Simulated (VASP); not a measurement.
These are PBEsol GGA, VASP's PBE PAW potentials (set 64) (plane waves; VASP 6.6.1) values and carry that method's errors.

VASP ran on this input.

KPOINTS:
```
Automatic
0
Gamma
6 6 10
```

**POSCAR**
```
CrO2
1
    4.3922610793     0.0000000000     0.0000000000
    0.0000000000     4.3922610793     0.0000000000
    0.0000000000     0.0000000000     2.8934801377
Cr O
2 4
Direct
  0.0000000000   0.0000000000   0.0000000000
  0.5000000000   0.5000000000   0.5000000000
  0.3034300090   0.3034300090   0.0000000000
  0.8034300090   0.1965699910   0.5000000000
  0.1965699910   0.8034300090   0.5000000000
  0.6965699910   0.6965699910   0.0000000000
```

**INCAR**
```
# general
SYSTEM =CrO2
PREC   =Accurate
ENCUT  =520   # plane-wave cut-off (eV)
LREAL  =.False.   # projection in real space or not
LASPH  =.True.

# electronic loop
EDIFF  =1E-8
NELM   =100
ALGO   =Normal   # blocked Davidson
LMAXMIX=4

# smearing
ISMEAR =1
SIGMA  =0.1   # width (eV)

# functional
GGA    =PS   # PBEsol

# spin
ISPIN  =2   # spin-polarised
MAGMOM =2*2.1 4*-0.1

# ions
IBRION =1
NSW    =30
ISIF   =2   # forces and stress, cell fixed
EDIFFG =-0.001

# output
LWAVE  =.False.
LCHARG =.False.
LORBIT =10
```

POTCAR, in this order: Cr_pv O (PBE.64 set). Program: vasp_std.

What VASP printed:

### OSZICAR
```
       N       E                     dE             d eps       ncg     rms          rms(c)
DAV:   1     0.612619951787E+03    0.61262E+03   -0.26537E+04  7200   0.179E+03
DAV:   2     0.622014403588E+01   -0.60640E+03   -0.57057E+03  7822   0.528E+02
DAV:   3    -0.661618223850E+02   -0.72382E+02   -0.70349E+02  8680   0.175E+02
DAV:   4    -0.681256820170E+02   -0.19639E+01   -0.18761E+01  8430   0.283E+01
DAV:   5    -0.681715584099E+02   -0.45876E-01   -0.45799E-01  8974   0.435E+00    0.432E+01
DAV:   6    -0.601441498911E+02    0.80274E+01   -0.14810E+02  8384   0.102E+02    0.352E+01
DAV:   7    -0.553418235661E+02    0.48023E+01   -0.95919E+01  8708   0.972E+01    0.191E+01
DAV:   8    -0.533100003098E+02    0.20318E+01   -0.69010E+00  8120   0.242E+01    0.659E+00
DAV:   9    -0.530361772450E+02    0.27382E+00   -0.16688E+00  9462   0.113E+01    0.212E+00
DAV:  10    -0.530432772937E+02   -0.71000E-02   -0.16042E-01  8082   0.371E+00    0.119E+00
DAV:  11    -0.530432332722E+02    0.44021E-04   -0.17972E-02  9588   0.123E+00    0.525E-01
DAV:  12    -0.530425307859E+02    0.70249E-03   -0.31180E-03  9802   0.548E-01    0.225E-01
DAV:  13    -0.530424466435E+02    0.84142E-04   -0.87348E-04  8918   0.303E-01    0.783E-02
DAV:  14    -0.530424247756E+02    0.21868E-04   -0.97199E-05  8772   0.739E-02    0.405E-02
DAV:  15    -0.530424229469E+02    0.18287E-05   -0.28069E-05  8684   0.350E-02    0.129E-02
DAV:  16    -0.530424230323E+02   -0.85464E-07   -0.16586E-06  9132   0.917E-03    0.569E-03
DAV:  17    -0.530424229414E+02    0.90962E-07   -0.67981E-07  8678   0.861E-03    0.172E-03
DAV:  18    -0.530424229352E+02    0.62055E-08   -0.12793E-07  8866   0.343E-03    0.932E-04
DAV:  19    -0.530424229281E+02    0.70249E-08   -0.17931E-08  5340   0.146E-03
   1 F= -.53042423E+02 E0= -.53042866E+02  d E =-.530424E+02  mag=     4.0000
       N       E                     dE             d eps       ncg     rms          rms(c)
DAV:   1    -0.530424234808E+02   -0.54561E-06   -0.99560E-03  7308   0.602E-01    0.295E-02
DAV:   2    -0.530424428118E+02   -0.19331E-04   -0.20809E-04  8606   0.100E-01    0.193E-02
DAV:   3    -0.530424415522E+02    0.12596E-05   -0.30621E-06 10134   0.143E-02    0.122E-02
DAV:   4    -0.530424411502E+02    0.40197E-06   -0.22322E-06  9256   0.138E-02    0.845E-03
DAV:   5    -0.530424409305E+02    0.21974E-06   -0.14156E-06  9716   0.117E-02    0.291E-03
DAV:   6    -0.530424409260E+02    0.44329E-08   -0.20506E-07  9266   0.391E-03    0.140E-03
DAV:   7    -0.530424409281E+02   -0.20491E-08   -0.14810E-08  5224   0.988E-04
   2 F= -.53042441E+02 E0= -.53042880E+02  d E =-.180000E-04  mag=     4.0000
```

### OUTCAR
```
------------------------ aborting loop because EDIFF is reached ----------------------------------------
  FORCE on cell =-STRESS in cart. coord.  units (eV):
  Direction    XX          YY          ZZ          XY          YZ          ZX
  --------------------------------------------------------------------------------------
  Total        0.0130534      0.0130534     -0.0913853     -0.0000000      0.0000000      0.0000000
  in kB        0.3746589      0.3746589     -2.6229501     -0.0000000      0.0000000      0.0000000
  external PRESSURE =      -0.6245441 kB  Pullay stress =       0.0000000 kB
  volume of cell :       55.82
      direct lattice vectors                 reciprocal lattice vectors
     4.392261079  0.000000000  0.000000000     0.227673169  0.000000000  0.000000000
     0.000000000  4.392261079  0.000000000     0.000000000  0.227673169  0.000000000
     0.000000000  0.000000000  2.893480138     0.000000000  0.000000000  0.345604584
 POSITION                                       TOTAL-FORCE (eV/Angst)
 -----------------------------------------------------------------------------------
      0.00000      0.00000     -0.00000         0.000000     -0.000000      0.000000
      2.19613      2.19613      1.44674         0.000000     -0.000000      0.000000
      1.33227      1.33227     -0.00000         0.000174      0.000174      0.000000
      3.52840      0.86386      1.44674         0.000174     -0.000174      0.000000
      0.86386      3.52840      1.44674        -0.000174      0.000174      0.000000
      3.05999      3.05999      0.00000        -0.000174     -0.000174     -0.000000
 -----------------------------------------------------------------------------------
    total drift:                                0.000000      0.000000      0.000000
  FREE ENERGIE OF THE ION-ELECTRON SYSTEM (eV)
  ---------------------------------------------------
  free  energy   TOTEN  =       -53.0424409281 eV

  energy  without entropy=      -53.0437574885  energy(sigma->0) =      -53.04287978

 total charge

# of ion       s       p       d       tot
------------------------------------------
    1        0.371   6.495   4.074  10.939
    2        0.371   6.495   4.074  10.939
    3        1.567   3.457   0.000   5.024
    4        1.567   3.457   0.000   5.024
    5        1.567   3.457   0.000   5.024
    6        1.567   3.457   0.000   5.024
--------------------------------------------------
tot          7.010  26.815   8.148  41.974

 magnetization (x)

# of ion       s       p       d       tot
------------------------------------------
    1        0.021   0.033   2.013   2.066
    2        0.021   0.033   2.013   2.066
    3       -0.003  -0.061   0.000  -0.063
    4       -0.003  -0.061   0.000  -0.063
    5       -0.003  -0.061   0.000  -0.063
    6       -0.003  -0.061   0.000  -0.063
--------------------------------------------------
tot          0.030  -0.177   4.026   3.878

 reached required accuracy - stopping structural energy minimisation
```
(Selected blocks of OUTCAR.)

CONTCAR:
```
CrO2
   1.00000000000000
     4.3922610792999999    0.0000000000000000    0.0000000000000000
     0.0000000000000000    4.3922610792999999    0.0000000000000000
     0.0000000000000000    0.0000000000000000    2.8934801377000001
  Cr              O
     2     4
Direct
     0.0000000000000000    0.0000000000000000   -0.0000000000000000
     0.5000000000000000    0.5000000000000000    0.5000000000000000
     0.3033229029069515    0.3033229029069515   -0.0000000000000000
     0.8033229029069515    0.1966770970930485    0.5000000000000000
     0.1966770970930485    0.8033229029069515    0.5000000000000000
     0.6966770970930485    0.6966770970930485    0.0000000000000000
```

**OUTCAR**
```
 val. band max:        5.8782043527   @ k =   0.3333   0.1667   0.2000

 cond. band min:       5.8914907835   @ k =   0.0000   0.0000   0.2000


 Fermi energy:         5.8891005188

 spin component 1

 k-point     1 :       0.0000    0.0000    0.0000
  band No.  band energies     occupation
      1     -38.9420      1.00000
      2     -38.9420      1.00000
      3     -38.8015      1.00000
      4     -38.8015      1.00000
      5     -38.7264      1.00000
      6     -38.7104      1.00000
      7     -14.1022      1.00000
      8     -12.3057      1.00000
      9     -11.7915      1.00000
     10     -11.7915      1.00000
     11      -2.0372      1.00000
     12      -1.3751      1.00000
     13      -0.9031      1.00000
     14       0.2930      1.00000
     15       0.2930      1.00000
     16       1.8174      1.00000
     17       1.8174      1.00000
     18       2.2793      1.00000
     19       4.1054      1.00000
     20       4.2761      1.00000
     21       4.5103      1.00000
     22       4.5567      1.00000
     23       4.5567      1.00000
     24       4.7228      1.00000
     25       4.7228      1.00000
     26       4.7623      1.00000
     27       5.2176      1.00000
     28       7.0236     -0.00000
     29       7.1202     -0.00000
     30       9.7317      0.00000

 k-point     2 :       0.1667    0.0000    0.0000
  band No.  band energies     occupation
      1     -38.9408      1.00000
      2     -38.9407      1.00000
      3     -38.8030      1.00000
      4     -38.8029      1.00000
      5     -38.7253      1.00000
      6     -38.7115      1.00000
      7     -13.9886      1.00000
      8     -12.3797      1.00000
      9     -11.8759      1.00000
     10     -11.8120      1.00000
     11      -1.8231      1.00000
     12      -1.2690      1.00000
     13      -0.6965      1.00000
     14       0.3081      1.00000
     15       0.3217      1.00000
     16       1.5525      1.00000
...
```

The compound is CrO2 in the rutile structure. This run relaxes the ions in a fixed cell. Symmetry was kept, so distortions that lower it aren't found. The start is the result of an earlier pass.
